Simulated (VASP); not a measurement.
An input for Ansatz (written as the equivalent of a VASP run, and not itself run):

Ansatz 0.2 input:
```yaml
crystal:
  lattice:
    - [3.4721177, 0.0000000, 0.0000000]
    - [-1.7360588, 3.0069418, 0.0000000]
    - [0.0000000, 0.0000000, 5.6819242]
  atoms:
    - { symbol: Co, position: [0.3333330, 0.6666670, 0.9993391] }
    - { symbol: Co, position: [0.6666670, 0.3333330, 0.4993391] }
    - { symbol: P, position: [0.3333330, 0.6666670, 0.3756609] }
    - { symbol: P, position: [0.6666670, 0.3333330, 0.8756609] }
kpoints:
  mp_grid: { grid: [11, 11, 6] }
hamiltonian:
  xc: pbesol
  pseudopotentials: { kind: paw }
scf:
  occupations: { method: tetrahedron }
  max_iter: 100
output: { forces: true, stress: true, eigenvalues: true }
```

Task: Write the VASP files for the same calculation (PBEsol).

Result: One answer among several that fit: 
**KPOINTS**
```
Automatic mesh
0
gamma
11 11 6
0 0 0
```

**POSCAR**
```
CoP
1
    3.4721176914     0.0000000000    -0.0000000000
   -1.7360588457     3.0069418316     0.0000000000
    0.0000000000     0.0000000000     5.6819241599
Co P
2 2
Direct
  0.3333330000   0.6666670000   0.9993391139
  0.6666670000   0.3333330000   0.4993391139
  0.3333330000   0.6666670000   0.3756608861
  0.6666670000   0.3333330000   0.8756608861
```

INCAR:
```
SYSTEM = CoP
PREC = Accurate
ENCUT = 400
EDIFF = 1E-7
NELM = 100
ALGO = Normal
LREAL = .FALSE.
LASPH = .TRUE.
ISMEAR = -5
GGA = PS
LMAXMIX = 4
LWAVE = .FALSE.
LCHARG = .TRUE.
LORBIT = 11
NEDOS = 601
ISIF = 2
LEFG = .TRUE.
```

POTCAR, in this order: Co P (PBE.64 set). Program: vasp_std.

Limits of the translation: each code has its own PAW files, so the cut-off isn't converted (ENCUT is set for VASP's; basis.ecutwfc is left out, and Ansatz then takes the one that its files recommend); Ansatz stops its SCF on the density residual and VASP on the energy change (EDIFF); the field gradients of LEFG aren't asked of the other code.

The structure was generated: CoP was put into the wurtzite type (P6_3mc), which need not be its known phase. It was relaxed first, which changed the volume by -24 %.
